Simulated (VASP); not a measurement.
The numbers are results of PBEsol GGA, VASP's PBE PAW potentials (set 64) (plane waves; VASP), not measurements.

VASP input:

**POSCAR**
```
SnTe
1.0
  0.0000000000   2.7532613740   2.7532613740
  2.7532613740   0.0000000000   2.7532613740
  2.7532613740   2.7532613740   0.0000000000
Sn Te
1 1
Cart
  0.0000000000   0.0000000000   0.0000000000
  2.7532613740   2.7532613740   2.7532613740
```

### KPOINTS
```
K-points
0
gamma
 11 11 11
0 0 0
```

**INCAR**
```
! general
SYSTEM  = SnTe
PREC    = Accurate
ENCUT   = 500
LREAL   = F   ! projection in real space or not
LASPH   = T

! electronic loop
EDIFF   = 1E-6   ! SCF stop (eV)
NELM    = 100
ALGO    = Normal
LMAXMIX = 4

! smearing
ISMEAR  = 1   ! Methfessel-Paxton
SIGMA   = 0.1   ! width (eV)

! functional
GGA     = PS

! ions
IBRION  = 2   ! conjugate gradients
NSW     = 40   ! most ionic steps
ISIF    = 3
EDIFFG  = -0.02
PSTRESS = 450   ! kbar

! output
LWAVE   = F
LCHARG  = F
```

POTCAR, in this order: Sn_d Te (PBE.64 set). Program: vasp_std.

Question: What will the output report for the number of irreducible k-points (NKPTS), largest plane-wave count, number of space-group operations, FFT grid (NGX, NGY, NGZ)?

Answer: 
The number of irreducible k-points (NKPTS) is 56. The largest plane-wave count comes out as 1071. The number of space-group operations comes out as 48. The FFT grid (NGX, NGY, NGZ) comes out as 28 × 28 × 28.

The structure was generated: SnTe was put into the rock salt type (Fm-3m), which need not be its known phase. It was relaxed first under an external pressure of 45 GPa.
